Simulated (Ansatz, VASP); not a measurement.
# Cross-check of ScF3 between VASP and Ansatz, part 2 of 2

Wanted: the spread between two codes on one cell, functional and k mesh.

VASP 6.6.1 and Ansatz 0.2.0.

So far. Step 2 (Ansatz: single point, LDA): The run ends at a pressure of -2.97 GPa.

### Step 7. VASP: band structure, LDA

Level of this step: LDA; plane waves and PAW (Sc_sv, F) (VASP).

The same cell, functional (in two slightly different forms), mesh and smearing now go to VASP, with its own data sets and cutoff.

Contents of INCAR:

```
SYSTEM = ScF3
PREC = Accurate
ENCUT = 520
EDIFF = 1E-06
NELM = 100
ISMEAR = -1
SIGMA = 0.05
LREAL = .FALSE.
ALGO = Normal
GGA = CA
NBANDS = 30
LASPH = .TRUE.
LORBIT = 11
LWAVE = .FALSE.
LCHARG = .FALSE.
KPAR = 4
```

Contents of POSCAR:

```
ScF3
1.0
    4.0124500000      0.0000000000      0.0000000000
    0.0000000000      4.0124500000      0.0000000000
    0.0000000000      0.0000000000      4.0124500000
Sc F
1 3
Direct
   -0.0064240000     -0.0059770000      0.0215370000
    0.5045270000     -0.0009610000      0.0116250000
    0.0167040000      0.5031160000     -0.0256650000
   -0.0029230000      0.0032380000      0.4988080000
```

Contents of KPOINTS:

```
Automatic mesh
0
Gamma
6 6 6
0 0 0
```

Contents of KPOINTS_OPT:

```
Line mode
16
Line-mode
Reciprocal
  0.00000000   0.00000000   0.00000000 GAMMA
  0.00000000   0.50000000   0.00000000 X

  0.00000000   0.50000000   0.00000000 X
  0.50000000   0.50000000   0.00000000 M

  0.50000000   0.50000000   0.00000000 M
  0.00000000   0.00000000   0.00000000 GAMMA

  0.00000000   0.00000000   0.00000000 GAMMA
  0.50000000   0.50000000   0.50000000 R

  0.50000000   0.50000000   0.50000000 R
  0.00000000   0.50000000   0.00000000 X

  0.50000000   0.50000000   0.00000000 M
  0.50000000   0.50000000   0.50000000 R
```

Potentials, in the order of the species: Sc_sv and F (LDA family, release 64).

The run is started by

```
> mpirun -np 4 vasp_std
```

Numbers of over 12 decimals in the logs are rounded to 6 here.

What it wrote:

```text
[... set-up lines as in an earlier step ...]
 entering main loop
       N       E                     dE             d eps       ncg     rms          rms(c)
DAV:   1     0.378445087178E+03    0.37845E+03   -0.14654E+04  6808   0.111E+03
DAV:   2     0.786740242943E+00   -0.37766E+03   -0.34129E+03  7330   0.364E+02
DAV:   3    -0.330301341514E+02   -0.33817E+02   -0.33169E+02  9148   0.124E+02
DAV:   4    -0.339468803160E+02   -0.91675E+00   -0.91567E+00  8472   0.210E+01
[...]
DAV:  11    -0.295111806667E+02   -0.19106E-03   -0.69997E-04  9534   0.334E-01    0.866E-02
DAV:  12    -0.295111491083E+02    0.31558E-04   -0.78418E-05  8600   0.168E-01    0.833E-03
DAV:  13    -0.295111499706E+02   -0.86232E-06   -0.49608E-06  7602   0.186E-02
   1 F= -.29511150E+02 E0= -.29511150E+02  d E =-.194427E-10
 Start KPOINTS_OPT (optional k-point list driver)
k-point batch [1-96\96]
       N       E                     dE             ncg
DAV:   1    -0.103610128665E+05   -0.87094E+05     5848
DAV:   2    -0.439439445327E+05   -0.33583E+05     6008
DAV:   3    -0.470742491408E+05   -0.31303E+04     7378
DAV:   4    -0.471658121549E+05   -0.91563E+02     6670
[...]
DAV:   8    -0.471683652771E+05   -0.43974E-04     4584
DAV:   9    -0.471683652796E+05   -0.24580E-05     4628
DAV:  10    -0.471683652799E+05   -0.29148E-06     3870
```

Parts of OUTCAR (step 7):

```text
  Total       -0.7371199     -1.2494633     -0.2201640     -0.0237991      0.0747898      0.0613655
  in kB      -18.2818353    -30.9888300     -5.4604455     -0.5902575      1.8549161      1.5219691
  external PRESSURE =     -18.2437036 kB  Pullay stress =       0.0000000 kB

 POSITION                                       TOTAL-FORCE (eV/Angst)
 -----------------------------------------------------------------------------------
      3.98667      3.98847      0.08642         0.433741      0.305008     -0.958850
      2.02439      4.00859      0.04664        -0.360834      0.012844     -0.016516
      0.06702      2.01873      3.90947        -0.089989     -0.315898      0.187249
      4.00072      0.01299      2.00144         0.017083     -0.001954      0.788116
 -----------------------------------------------------------------------------------
    total drift:                                0.000773      0.001626     -0.001271

  FREE ENERGIE OF THE ION-ELECTRON SYSTEM (eV)
  ---------------------------------------------------
  free  energy   TOTEN  =       -29.5111499706 eV

  energy  without entropy=      -29.5111499706  energy(sigma->0) =      -29.51114997

[... 1 part as in an earlier step ...]

[... 2 further parts left out ...]
[key lines of the parts left out:]
E-fermi :  -2.6880
```

The run ends at a pressure of -1.82 GPa, with forces up to 1.1 eV/Å.

### Step 8. Differences

Both answers:

```tsv
quantity	Ansatz	VASP	difference
pressure (GPa)	-2.57	-1.82	-0.74
pressure without Ansatz's Pulay correction (GPa)	-3.32	-1.82	-1.50
gap over the path points (eV)	6.253	6.223	+0.030
```

Forces (eV/Å; atoms numbered as in POSCAR):

```tsv
atom	Ansatz x, y, z	VASP x, y, z
Sc1	0.397, 0.275, -0.880	0.434, 0.305, -0.959
F2	-0.317, 0.012, -0.014	-0.361, 0.013, -0.017
F3	-0.097, -0.282, 0.201	-0.090, -0.316, 0.187
F4	0.017, -0.005, 0.693	0.017, -0.002, 0.788
```

Levels at points of the path, from each program's valence-band top (eV; 4 filled, then empty):

```tsv
k (reciprocal lattice)	Ansatz	VASP
0.000 0.000 0.000	-0.61 -0.60 -0.60 -0.54 6.25 6.28 6.44	-0.61 -0.60 -0.59 -0.53 6.22 6.25 6.41
0.000 0.100 0.000	-0.67 -0.61 -0.58 -0.57 6.27 6.34 6.47	-0.67 -0.61 -0.58 -0.56 6.24 6.32 6.44
0.000 0.200 0.000	-0.72 -0.66 -0.63 -0.60 6.28 6.56 6.59	-0.72 -0.66 -0.63 -0.60 6.25 6.53 6.56
0.000 0.300 0.000	-0.86 -0.72 -0.64 -0.60 6.29 6.79 6.82	-0.86 -0.72 -0.64 -0.60 6.26 6.76 6.80
0.000 0.433 0.000	-1.05 -0.76 -0.64 -0.60 6.30 7.03 7.08	-1.06 -0.77 -0.64 -0.59 6.28 7.00 7.06
0.000 0.500 0.000	-1.09 -0.77 -0.64 -0.60 6.31 7.06 7.12	-1.09 -0.77 -0.64 -0.59 6.28 7.04 7.10
0.100 0.500 0.000	-1.06 -0.75 -0.61 -0.61 6.39 7.08 7.17	-1.07 -0.74 -0.61 -0.61 6.36 7.05 7.15
0.200 0.500 0.000	-1.05 -0.91 -0.71 -0.36 6.61 7.09 7.33	-1.05 -0.91 -0.71 -0.36 6.58 7.07 7.31
0.333 0.500 0.000	-1.09 -1.03 -0.87 -0.12 6.97 7.11 7.60	-1.09 -1.03 -0.87 -0.12 6.95 7.09 7.58
0.433 0.500 0.000	-1.10 -1.02 -0.95 -0.02 7.12 7.16 7.75	-1.10 -1.03 -0.95 -0.02 7.10 7.13 7.73
```

The forces differ by 42 meV/Å r.m.s., which is 10.0 % of the r.m.s. force of 0.42 eV/Å (both taken over all components). Among the levels compared at these points, filled levels agree within 12 meV and empty ones within 30 meV. Ansatz's pressure holds a Pulay correction of 0.76 GPa; VASP's holds none.

### Step 9. Other set-ups

Further runs change the set-up of one program: Ansatz's method, potentials or start, or VASP's data sets, cutoff or form of LDA. The table gives Ansatz less VASP for each quantity, since a change that brings one quantity closer may part another.

```tsv
run	r.m.s. force difference (meV/Å)	pressure (GPa)	gap over the path points (eV)	pressure without Ansatz's Pulay correction (GPa)
as above	42	-0.74	0.030	-1.5
cores kept as stored	41	-0.69	0.021	-1.3
norm-conserving potentials (cutoff 1143 eV)	41	-0.92	0.052
```

### Step 10. Summary of results

- difference in gap on the k mesh (single point, LDA): 0.030 eV
- difference in pressure (single point, LDA): -0.63 GPa
- r.m.s. force difference (band structure, LDA): 10.0 % of the r.m.s. force
- difference in pressure (band structure, LDA): -0.74 GPa

**Reading.** The r.m.s. force difference is 10.0 % of the r.m.s. force (band structure, LDA), beyond the 3 % picked in this series as the mark of a large difference. For single point, LDA, no further run moves any of the tabulated differences by more than a quarter of its size. Band structure, LDA, cores kept as stored: the difference in gap over the path points goes from 0.030 to 0.021 eV. Band structure, LDA, norm-conserving potentials (cutoff 1143 eV): the difference in gap over the path points goes from 0.030 to 0.052 eV. 2 further runs of this series are not shown here. Such differences can come from data sets, numerical settings and the points named under the comparisons, not from the functional's error against experiment.

[Lines on the potential files, build, host, timing and source positions are cut from VASP's logs without a mark.]

[Logs are printed without paths, hosts, clocks, repeated set-up lines and the standing remarks that a program may print on its own settings, such as how far it seeks lower states.]

[Hosts, paths, dates, database ids (printed as entryN), source tags and the programs' standing remarks are cut or masked in the printed files.]
